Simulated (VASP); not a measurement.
# TiO2 (Anatase) with PBE: from relaxation to properties

What structure and properties does PBE give TiO2 (Anatase), and how near are they to the measured ones? The steps: relaxing cell and atoms (PBE), second relaxation, single point with fields (PBE), bands along the symmetry lines (PBE), density of states (PBE), vibrations at Γ (PBE), independent-particle dielectric function (PBE), core levels (PBE) and band structure (HSE06). The start is a cell from a database of measured crystal structures.

Calculated with VASP 6.6.1; PBE; plane waves and PAW (Ti_sv, O).

**Measured values to reproduce.**

“Preparation of hydrogen, fluorine and chlorine doped and co-doped titanium dioxide photocatalysts: a theoretical and experimental approach” (2021, pmc:7952686) quotes from earlier work for TiO2, anatase (single crystal, quoted from earlier work): lattice constant a (a = b, tetragonal cell) 3.782 Å [literature value quoted in the paper's theory part]; lattice constant c (c, tetragonal cell) 9.502 Å [literature value quoted in the paper's theory part].

This is a report of a sequence of runs, with most program output left out.

### 1. Set-up

Before any relaxation, the start is as follows. It takes space group I4_1/amd (No. 141, tetragonal). Conventional cell: a = 3.784 Å, b = 3.784 Å, c = 9.515 Å, α = 90.00°, β = 90.00°, γ = 90.00°. Ti has 6 O at 1.93 to 1.98 Å nearest. Nearest to O lie 3 Ti at 1.93 to 1.98 Å. Farther neighbours and most contacts between anions are not listed.

### 2. Relaxing cell and atoms (PBE)

The start need not lie at this functional's minimum. ISIF = 3 frees volume, shape and positions, and EDIFFG sets the threshold on forces and stress at which the search stops. PBE, the usual starting point, adds the gradient of the density.

The input, INCAR:

```
SYSTEM = TiO2
PREC = Accurate
ENCUT = 520
EDIFF = 1E-06
NELM = 100
ISMEAR = 0
SIGMA = 0.05
LREAL = .FALSE.
ALGO = Normal
GGA = PE
NBANDS = 30
LASPH = .TRUE.
LORBIT = 11
LWAVE = .FALSE.
LCHARG = .FALSE.
KPAR = 4
IBRION = 2
NSW = 60
ISIF = 3
EDIFFG = -0.01
```

The input, POSCAR:

```
TiO2
1.0
   -1.8921000000      1.8921000000      4.7573000000
    1.8921000000     -1.8921000000      4.7573000000
    1.8921000000      1.8921000000     -4.7573000000
Ti O
2 4
Direct
    0.0000000000      0.0000000000      0.0000000000
    0.7500000000      0.2500000000      0.5000000000
    0.2081000000      0.2081000000      0.0000000000
    0.9581000000      0.4581000000      0.5000000000
    0.5419000000      0.0419000000      0.5000000000
    0.7919000000      0.7919000000      0.0000000000
```

The input, KPOINTS:

```
Automatic mesh
0
Gamma
8 8 8
0 0 0
```

PAW data sets: Ti_sv and O (PBE family, release 64).

The run is started by

```bash
$ mpirun -np 4 vasp_std
```

Elapsed: 8.3 min, on 4 MPI ranks of AMD EPYC 7R43, shared host; peak memory 1.2 GiB; 33 min of CPU time.

The gap is read on the k-mesh alone, so it is an upper bound where the band edges lie off the mesh. The run keeps the 16 symmetry operations of its start, so it cannot find a distortion of lower symmetry.

Step by step:

```csv
step,energy less that of the first step (eV),largest force (eV/Å),pressure (GPa),volume (Å³)
1,0.0000,0.1246,5.88,68.13
2,0.0213,0.3290,-6.65,72.31
3,-0.0329,0.0898,0.02,69.92
4,-0.0329,0.0858,0.11,69.88
5,-0.0340,0.0451,0.10,69.97
6,-0.0345,0.0055,0.03,70.07
7,-0.0353,0.0006,-0.08,70.13
8,-0.0362,0.0184,-0.41,70.31
9,-0.0363,0.0078,0.36,70.09
10,-0.0365,0.0043,0.02,70.19
```

```csv
"conventional cell, symmetrised",before,after,change
a (Å),3.784,3.803,+0.5 %
b (Å),3.784,3.803,+0.5 %
c (Å),9.515,9.707,+2.0 %
volume (Å³/atom),11.35,11.70,+3.0 %
```

The atoms that moved most (Å, as changes of fractional coordinates times the final cell):

```csv
atom,dx,dy,dz,length
O4,0.000,0.000,-0.015,0.015
O3,0.000,0.000,-0.015,0.015
O5,0.000,0.000,0.015,0.015
O6,0.000,0.000,0.015,0.015
```

Final coordinates:

```xyz
6
Lattice="-1.9015 1.9015 4.8533 1.9015 -1.9015 4.8533 1.9015 1.9015 -4.8533" Properties=species:S:1:pos:R:3 pbc="T T T"
Ti    0.0000    0.0000    0.0000
Ti    0.0000    1.9015    2.4266
O     0.0000    0.0000    2.0049
O     0.0000    1.9015    4.4315
O     0.0000    1.9015    0.4217
O     0.0000    0.0000    7.7017
```

This step gave:

```
electrons                       : 48
bands                           : 30
irreducible k-points            : 59
symmetry operations             : 16
free energy (TOTEN)             : -53.8622 eV
Fermi energy                    : 3.356 eV
pressure                        : 0.01836 GPa
metallic                        : no
valence top at k                : -0.375, 0.375, 0
conduction bottom at k          : 0, 0, 0
least direct gap at k           : -0.25, -0.25, 0.25
SCF cycles over all ionic steps : 86
gap on the k-mesh               : 2.126 eV
least direct gap on the k-mesh  : 2.403 eV
```

It ends with a largest force of 0.004 eV/Å and a pressure of 0.02 GPa. The volume lies +3.0 % from that of the database's start.

### 3. Second relaxation

A relaxation keeps the plane waves of the cell it began with, so it is repeated from the new cell, on a basis made for it.

INCAR is that of step 2.

The input, POSCAR:

```
TiO2
1.0
   -1.9015196885      1.9015196885      4.8532805908
    1.9015196885     -1.9015196885      4.8532805908
    1.9015196885      1.9015196885     -4.8532805908
Ti O
2 4
Direct
    0.0000000000      0.0000000000      0.0000000000
    0.7500000000      0.2500000000      0.5000000000
    0.2065503743      0.2065503743      0.0000000000
    0.9565503743      0.4565503743      0.5000000000
    0.5434496257      0.0434496257      0.5000000000
    0.7934496257      0.7934496257      0.0000000000
```

KPOINTS is that of step 2.

The run is started by

```bash
$ mpirun -np 4 vasp_std
```

It took 2.2 min on 4 MPI ranks; peak memory 1.1 GiB; 8.5 min of CPU time.

Little changed from the start: no atom moved by 0.005 Å and no cell edge by 0.1 %.

Numbers from this step:

```yaml
free_energy_toten: -53.8655 eV
pressure: 0.04006 GPa
scf_cycles_over_all_ionic_steps: 16
gap_on_the_k_mesh: 2.127 eV
```

It ends with a largest force of 0.004 eV/Å and a pressure of 0.04 GPa. The volume moved by under 0.01 %: the run met its threshold at the first step.

### 4. Single point with fields (PBE)

The relaxed cell gets a fresh self-consistent run, on a basis set for its own volume, to fix the density and to check the remaining stress.

Edit INCAR of step 3 so:

```diff
@@ -14,7 +14,5 @@
 LWAVE = .FALSE.
-LCHARG = .FALSE.
-KPAR = 4
-IBRION = 2
-NSW = 60
-ISIF = 3
-EDIFFG = -0.01
+LCHARG = .TRUE.
+ISIF = 2
+LELF = .TRUE.
+LVHAR = .TRUE.
```

POSCAR is that of step 3.

KPOINTS is that of step 3.

The run is started by

```bash
$ mpirun -np 4 vasp_std
```

The job ended after 2.9 min (4 MPI ranks; peak memory 0.55 GiB).

This step gave:

```yaml
scf_cycles: 16
bands: 32
fermi_energy: 3.427 eV
pressure: 0.07610 GPa
gap_on_the_k_mesh: 2.126 eV
```

Valence electrons inside each PAW sphere by angular momentum. Sphere charges, by row:

```csv
atom,s (e),p (e),d (e),tot (e)
Ti1,2.218,6.282,1.721,10.22
Ti2,2.218,6.282,1.721,10.22
O3,1.571,3.493,0,5.064
O4,1.571,3.493,0,5.064
O5,1.571,3.493,0,5.064
O6,1.571,3.493,0,5.064
```

Valence density in the ac plane of the conventional cell at fractional y = 0.000, with atoms of Ti and O within 0.2 Å of it. It is the smooth field of the valence electrons, not physical close to the nuclei.

Ten even steps from '0' (0 e/Å³) to '9' (13 e/Å³), each cell a mean:
```
74100245310026
11000134310001
00000011000000
21000000000012
53100133200024
42101389620013
10000367510000
00000011100000
00000000000000
00000122100000
00000245310000
00000134210000
00000000000000
00000000000000
00000000000000
00000000000000
00000000000000
21000000000001
53100000000024
43100000000013
10000000000001
00000000000000
32000000000013
96200012100138
```
Columns run along a (3.8 Å), rows up along c (9.7 Å), edges of the conventional cell, whose origin can differ from the input's. Atoms in or near the plane, at fractional coordinates: Ti at (0.00, 0.00), Ti at (0.50, 0.75), O at (0.00, 0.21), O at (0.50, 0.96), O at (0.50, 0.54), O at (0.00, 0.79).

Electrostatic potential energy in the ac plane of the conventional cell at fractional y = 0.000, with atoms of Ti and O within 0.2 Å of it. With pseudopotentials it is smooth inside the atoms' cores, unlike the true potential.

Ten even steps from '_' (-59 eV) to '@' (7 eV), each cell a mean:
```
____--**%%==......**%%++..__
--==**%%%%++....::##%%##++--
##%%%%@@@@%%####%%%%@@%%%%%%
==**%%%%%%##****##%%%%%%##++
....**%%**--....::==##%%==..
..--####==..______::**%%++::
##%%%%%%++..______::**%%%%%%
@@@@@@%%##++----==**%%@@@@@@
@@@@@@@@@@%%%%##%%%%@@@@@@@@
@@@@@@@@@@##++==**%%@@@@@@@@
@@@@@@@@%%==......**@@@@@@@@
@@@@@@@@@@++::..--##@@@@@@@@
@@@@@@@@@@@@%%%%%%@@@@@@@@@@
@@@@@@@@@@@@@@@@@@@@@@@@@@@@
@@@@@@@@@@@@@@@@@@@@@@@@@@@@
@@@@@@@@@@@@@@@@@@@@@@@@@@@@
@@@@@@@@@@@@@@@@@@@@@@@@@@@@
++**@@@@@@@@@@@@@@@@@@@@%%++
..::**@@@@@@@@@@@@@@@@%%==..
..--##@@@@@@@@@@@@@@@@@@++..
**%%@@@@@@@@@@@@@@@@@@@@%%##
**##%%@@@@@@@@@@@@@@@@%%##**
..::==##%%@@@@@@@@@@%%**--..
____::**%%%%++++**%%##==..__
```
Columns run along a (3.8 Å; values clipped at the 3rd and 97th percentile), rows up along c (9.7 Å), edges of the conventional cell, whose origin can differ from the input's. Atoms in or near the plane, at fractional coordinates: Ti at (0.00, 0.00), Ti at (0.50, 0.75), O at (0.00, 0.21), O at (0.50, 0.96), O at (0.50, 0.54), O at (0.00, 0.79).

ELF in the ac plane of the conventional cell at fractional y = 0.000, with atoms of Ti and O within 0.2 Å of it. It is the smooth field of the valence electrons, not physical close to the nuclei.

Ten even steps from '0' (0.01) to '9' (0.95), each cell a mean:
```
97426865784258
43126876774123
43213577652134
77631133211477
57841356422686
68733699842587
87512689741368
43201244320024
00012444432000
00147877876300
00258865787410
00157876886300
00025788764100
00002345431000
00000000000000
21100000000012
66420000001356
88752000003688
57873000015886
67874100025787
77642000003567
32210112100123
65201466530146
98524788862369
```
Columns run along a (3.8 Å), rows up along c (9.7 Å), edges of the conventional cell, whose origin can differ from the input's. Atoms in or near the plane, at fractional coordinates: Ti at (0.00, 0.00), Ti at (0.50, 0.75), O at (0.00, 0.21), O at (0.50, 0.96), O at (0.50, 0.54), O at (0.00, 0.79).

In this run the pressure is 0.08 GPa, small enough to go on.

### 5. Bands along the symmetry lines (PBE)

The mesh alone shows little of the dispersion and can miss band extrema, so KPOINTS_OPT adds a path through the symmetry points after the self-consistent cycle.

The input, INCAR:

```
SYSTEM = TiO2
PREC = Accurate
ENCUT = 520
EDIFF = 1E-06
NELM = 100
ISMEAR = 0
SIGMA = 0.05
LREAL = .FALSE.
ALGO = Normal
GGA = PE
NBANDS = 40
LASPH = .TRUE.
LORBIT = 11
LWAVE = .FALSE.
LCHARG = .FALSE.
KPAR = 4
```

POSCAR is that of step 4.

KPOINTS is that of step 4.

The input, KPOINTS_OPT:

```
Line mode
16
Line-mode
Reciprocal
  0.00000000   0.00000000   0.00000000 GAMMA
  0.00000000   0.00000000   0.50000000 X

  0.00000000   0.00000000   0.50000000 X
 -0.07675397   0.07675397   0.50000000 Y

 -0.07675397   0.07675397   0.50000000 Y
 -0.28837699   0.28837699   0.28837699 S

 -0.28837699   0.28837699   0.28837699 S
  0.00000000   0.00000000   0.00000000 GAMMA

  0.00000000   0.00000000   0.00000000 GAMMA
  0.50000000   0.50000000  -0.50000000 Z

  0.50000000   0.50000000  -0.50000000 Z
  0.28837699   0.71162301  -0.28837699 S1

  0.28837699   0.71162301  -0.28837699 S1
  0.00000000   0.50000000   0.00000000 N

  0.00000000   0.50000000   0.00000000 N
  0.25000000   0.25000000   0.25000000 P

  0.25000000   0.25000000   0.25000000 P
  0.50000000   0.50000000  -0.07675397 Y1

  0.50000000   0.50000000  -0.07675397 Y1
  0.50000000   0.50000000  -0.50000000 Z

  0.00000000   0.00000000   0.50000000 X
  0.25000000   0.25000000   0.25000000 P
```

The run is started by

```bash
$ mpirun -np 4 vasp_std
```

Elapsed: 6.6 min, on 4 MPI ranks; peak memory 1.6 GiB.

Numbers from this step:

```yaml
scf_cycles: 19
bands: 40
fermi_energy: 3.297 eV
pressure: 0.04421 GPa
least_gap_on_mesh_and_path: 2.092 eV
least_direct_gap_on_mesh_and_path: 2.401 eV
valence_top_at_k: 0, 0, 0.4333
least_direct_gap_at_k: 0.2667, 0.2667, -0.2667
```

The electronic bands at the labelled points (eV, zero at the valence-band top; v1 is the highest filled band, c1 the lowest empty one):

```csv
point,v4,v3,v2,v1,c1,c2,c3,c4
Γ,-0.80,-0.79,-0.42,-0.42,2.09,2.76,3.93,3.93
0.53 of the way,-1.78,-0.89,-0.61,-0.19,2.86,3.04,3.41,3.60
X,-1.98,-1.98,-0.05,-0.05,3.19,3.19,3.66,3.66
0.53 of the way,-1.93,-1.93,-0.06,-0.06,3.18,3.18,3.64,3.64
Y,-1.82,-1.82,-0.09,-0.09,3.17,3.17,3.61,3.61
0.53 of the way,-1.71,-0.99,-0.52,-0.42,3.06,3.08,3.44,3.60
S,-1.17,-0.91,-0.83,-0.83,3.16,3.39,3.44,3.46
0.53 of the way,-1.32,-0.87,-0.85,-0.48,3.00,3.15,3.21,3.49
Γ,-0.80,-0.79,-0.42,-0.42,2.09,2.76,3.93,3.93
0.47 of the way,-1.04,-1.04,-0.23,-0.23,2.17,2.67,3.75,3.75
Z,-1.24,-1.24,-0.11,-0.11,2.41,2.41,3.67,3.67
0.47 of the way,-1.30,-0.72,-0.51,-0.51,2.64,3.06,3.38,3.39
S1,-1.17,-0.91,-0.83,-0.83,3.16,3.39,3.44,3.46
0.53 of the way,-1.49,-0.90,-0.85,-0.72,3.18,3.43,3.44,3.50
N,-1.88,-0.88,-0.86,-0.65,3.16,3.43,3.48,3.50
0.47 of the way,-1.84,-0.96,-0.58,-0.35,3.03,3.13,3.51,3.58
P,-1.56,-1.56,-0.24,-0.24,3.42,3.42,3.45,3.45
0.47 of the way,-1.81,-1.61,-0.19,-0.13,3.25,3.28,3.55,3.60
Y1,-1.82,-1.82,-0.09,-0.09,3.17,3.17,3.61,3.61
0.53 of the way,-0.98,-0.98,-0.54,-0.54,2.96,2.96,3.39,3.39
Z,-1.24,-1.24,-0.11,-0.11,2.41,2.41,3.67,3.67
jump to X,-1.98,-1.98,-0.05,-0.05,3.19,3.19,3.66,3.66
0.47 of the way,-1.77,-1.77,-0.13,-0.13,3.25,3.25,3.60,3.60
P,-1.56,-1.56,-0.24,-0.24,3.42,3.42,3.45,3.45
```

Of the projections kept (Ti, O), the largest for each band there; the rest of the weight can lie on other orbitals:

```csv
point,v4,v3,v2,v1,c1,c2,c3,c4
Γ,O 0.79,O 0.86,O 1.00,O 1.00,Ti 1.00,Ti 1.00,Ti 0.84,Ti 0.84
X,O 0.75,O 0.75,O 0.96,O 0.96,Ti 0.96,Ti 0.96,Ti 0.82,Ti 0.82
Y,O 0.76,O 0.76,O 0.96,O 0.96,Ti 0.96,Ti 0.96,Ti 0.83,Ti 0.83
S,O 0.91,O 0.89,O 0.96,O 0.84,Ti 0.90,Ti 0.96,Ti 0.95,Ti 0.85
Γ,O 0.79,O 0.86,O 1.00,O 1.00,Ti 1.00,Ti 1.00,Ti 0.84,Ti 0.84
Z,O 0.85,O 0.85,O 0.97,O 0.97,Ti 1.00,Ti 1.00,Ti 0.95,Ti 0.95
```

The path lowers the gap by 0.03 eV against the mesh alone, so a band edge lies off the mesh.

On this path the gap is indirect, 2.09 eV, with the valence top between Γ and X and the conduction bottom at Γ. The least direct gap is 2.40 eV.

### 6. Density of states (PBE)

A density of states needs more k-points than a total energy; ISMEAR = -5 takes tetrahedra, and LORBIT projects the states on the PAW spheres. The mesh is finer than in the run before.

Edit INCAR of step 5 so:

```diff
@@ -5,3 +5,3 @@
 NELM = 100
-ISMEAR = 0
+ISMEAR = -5
 SIGMA = 0.05
@@ -16 +16,2 @@
 KPAR = 4
+NEDOS = 2001
```

POSCAR is that of step 5.

The input, KPOINTS:

```
Automatic mesh
0
Gamma
12 12 12
0 0 0
```

The run is started by

```bash
$ mpirun -np 4 vasp_std
```

Elapsed: 8.3 min, on 4 MPI ranks; peak memory 1.8 GiB; 29 min of CPU time.

Numbers from this step:

* SCF cycles: 18
* irreducible k-points: 163
* Fermi energy: 3.132 eV
* pressure: -0.04347 GPa
* valence top at k: -0.4167, 0.4167, 0
* least direct gap at k: -0.25, -0.25, 0.25
* gap on the k-mesh: 2.094 eV

The density of states has structure finer than the step of the table below, so its rows give means over 0.5 eV, whole bins alone (the curve runs from -12.0 to 4.74 eV). Peaks (eV: height): total -4.50: 9.47, -0.61: 9.11, 3.12: 11.2, 3.44: 14.2; O p -4.50: 4.79, -3.61: 4.33, -1.02: 4.97, -0.61: 6.40; Ti d -3.61: 1.83, 3.12: 9.39, 3.44: 11.8, 4.25: 4.49; Ti p -3.77: 0.380, -3.45: 0.289, -1.99: 0.205, -1.02: 0.274; Ti s -4.50: 0.681, 3.52: 0.102.

States under -12.0 eV and over 4.7 eV are left out. Table of density of states by energy, zero at the valence-band top; means over each step; values in states/eV/cell:

```csv
energy (eV),total,O p,Ti d,Ti p,Ti s,O s
-5.0,0,0,0,0,0,0
-4.5,4.56,2.30,0.834,0.0888,0.267,0.0113
-4.0,5.48,2.77,1.11,0.207,0.107,0.0149
-3.5,6.89,3.51,1.30,0.221,0.0689,0.0256
-3.0,3.85,2.02,0.771,0.0662,0.0604,0.0187
-2.5,4.56,2.48,0.711,0.107,0.0433,0.0229
-2.0,5.59,3.23,0.676,0.161,0.0585,0.0192
-1.5,4.40,2.78,0.380,0.155,0.0642,0.0196
-1.0,5.25,3.54,0.350,0.176,0.0282,0.0141
-0.5,6.21,4.39,0.214,0.0816,0.0140,0.0151
0.0,1.24,0.897,0.0388,0.00668,0.00104,9.3e-4
0.5,0,0,0,0,0,0
1.0,0,0,0,0,0,0
1.5,0,0,0,0,0,0
2.0,0.0251,7.8e-4,0.0206,0,0,0
2.5,0.681,0.0294,0.562,0.00207,9.6e-5,2.1e-4
3.0,6.50,0.339,5.43,0.0296,0.0200,0.0238
3.5,9.58,0.922,7.70,0.0626,0.0513,0.0349
4.0,4.45,0.765,3.24,0.0296,0.00699,0.0185
```

The gap on this mesh is 2.09 eV. In the top eV of the valence band the largest shares in the PAW spheres are O p 70 %; in the lowest eV of the conduction band, Ti d 84 %. The rest lies in smaller channels or between the spheres.

### 7. Vibrations at Γ (PBE)

Zone-centre modes test whether the atoms sit at a minimum within this cell. IBRION = 8 takes the force constants from linear response, which needs tightly converged orbitals.

The input, INCAR:

```
SYSTEM = TiO2
PREC = Accurate
ENCUT = 520
EDIFF = 1E-08
NELM = 100
ISMEAR = 0
SIGMA = 0.05
LREAL = .FALSE.
ALGO = Normal
GGA = PE
NBANDS = 30
LASPH = .TRUE.
LORBIT = 11
LWAVE = .FALSE.
LCHARG = .FALSE.
KPAR = 4
IBRION = 8
LEPSILON = .TRUE.
ISIF = 2
```

POSCAR is that of step 6.

The input, KPOINTS:

```
Automatic mesh
0
Gamma
16 16 16
0 0 0
```

The run is started by

```bash
$ mpirun -np 4 vasp_std
```

Wall time 1.6 h (4 MPI ranks).

The run was cut off at its time limit.

More ranks or a longer limit would be the way on.

### 8. Independent-particle dielectric function (PBE)

LOPTICS sums transitions from filled to empty bands. NBANDS is raised for it.

The input, INCAR:

```
SYSTEM = TiO2
PREC = Accurate
ENCUT = 520
EDIFF = 1E-06
NELM = 100
ISMEAR = 0
SIGMA = 0.05
LREAL = .FALSE.
ALGO = Normal
GGA = PE
NBANDS = 72
LASPH = .TRUE.
LORBIT = 11
LWAVE = .FALSE.
LCHARG = .FALSE.
KPAR = 4
LOPTICS = .TRUE.
NEDOS = 1500
CSHIFT = 0.1
```

POSCAR is that of step 7.

The input, KPOINTS:

```
Automatic mesh
0
Gamma
12 12 12
0 0 0
```

The run is started by

```bash
$ mpirun -np 4 vasp_std
```

Elapsed: 9.3 min, on 4 MPI ranks; peak memory 4.7 GiB; 30 min of CPU time.

These are independent-particle spectra without excitons or local fields, and fine structure depends on the mesh and on CSHIFT.

Numbers from this step:

```yaml
scf_cycles: 15
bands: 72
fermi_energy: 3.352 eV
pressure: 0.04127 GPa
gap_on_the_k_mesh: 2.095 eV
```

The imaginary dielectric function has structure finer than the step of the table below, so its rows give means over 1 eV, whole bins alone (the curve runs from 0 to 25.0 eV). Peaks (eV: height): xx 3.7: 9.60, 7.1: 7.14; zz 3.2: 8.64, 4.1: 9.02, 7.2: 12.5, 8.6: 5.75.

Imaginary dielectric function against photon energy; means over each step:

```csv
photon energy (eV),xx,zz
1,0.0715,0.0549
2,0.505,0.206
3,4.35,4.25
4,9.04,7.08
5,7.68,3.88
6,4.61,5.15
7,6.09,10.0
8,3.76,5.82
9,2.41,3.94
10,1.44,1.26
11,1.16,0.579
12,1.14,0.541
13,1.00,0.844
14,0.996,1.15
15,1.07,1.06
16,1.19,0.917
17,1.07,0.999
18,0.950,0.976
19,1.22,1.12
20,1.32,1.05
21,1.33,1.08
22,1.14,1.46
23,0.944,0.904
24,0.927,0.856
```

Real dielectric function against photon energy:

```csv
photon energy (eV),xx,zz
0,6.99,6.61
1,7.30,6.86
2,8.73,7.87
3,10.8,13.2
4,5.84,5.89
5,1.44,4.00
6,2.17,5.75
7,0.998,4.60
8,-1.26,-2.94
9,-0.668,-3.39
10,-0.262,-1.79
11,0.244,-0.551
12,0.544,0.309
13,0.794,1.05
14,0.914,0.889
15,1.06,0.593
16,1.02,0.855
17,0.870,0.956
18,1.01,1.01
19,1.23,1.20
20,1.04,0.606
21,0.652,0.979
22,0.558,0.580
23,0.572,0.491
24,0.674,0.652
```

The mean of ε2 over directions passes 5 % of its top at 2.24 eV, against a least direct gap of 2.40 eV on this mesh; what lies under the gap is the tail of the broadening by CSHIFT. The indirect gap (2.09 eV in the band run) doesn't show, since phonons are left out.

[end of part 1 of 2]

[Lines on the potential files, build, host, timing and source positions are cut from VASP's logs without a mark.]

[Logs are printed without paths, hosts, clocks, repeated set-up lines and the standing remarks that a program may print on its own settings, such as how far it seeks lower states.]

[Hosts, paths, dates, database ids (printed as entryN), source tags and the programs' standing remarks are cut or masked in the printed files.]

[A measured line is paired with the nearest computed mode of its activity, which favours agreement.]
